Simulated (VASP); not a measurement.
## MgB2 (AlB2 type): computed properties

The numbers are results of r2SCAN meta-GGA, VASP's PBE PAW potentials (set 64) (plane waves; VASP), not measurements.

- space group: P6/mmm (191)
- cell: a = b = 3.0755 Å, c = 3.4809 Å, α = β = 90.00°, γ = 120.00°
- volume per atom: 9.50 Å³/atom
- band gap (over mesh and band path): none (metal, semimetal or under 0.01 eV)
- density: 2.67 g/cm³

```xyz
3
Lattice="1.5378 -2.6635 0.0000 1.5378 2.6635 0.0000 0.0000 0.0000 3.4809" Properties=species:S:1:pos:R:3 pbc="T T T"
Mg     0.0000     0.0000     0.0000
B      1.5378     0.8878     1.7405
B      1.5378    -0.8878     1.7405
```

Measured: a 3.083 Å at 300 K (computed value off by -0.2 %), c 3.521 Å at 300 K (computed value off by -1.1 %), as given by I. Loa et al., Physical review. B, Condensed matter (2002), arXiv:cond-mat/0206051. The calculation is for a static lattice, while the measured a, c hold thermal and zero-point effects, which are part of the difference.

The compound is MgB2 in the AlB2 type structure. It was relaxed first. Symmetry was kept, so distortions that lower it aren't found.
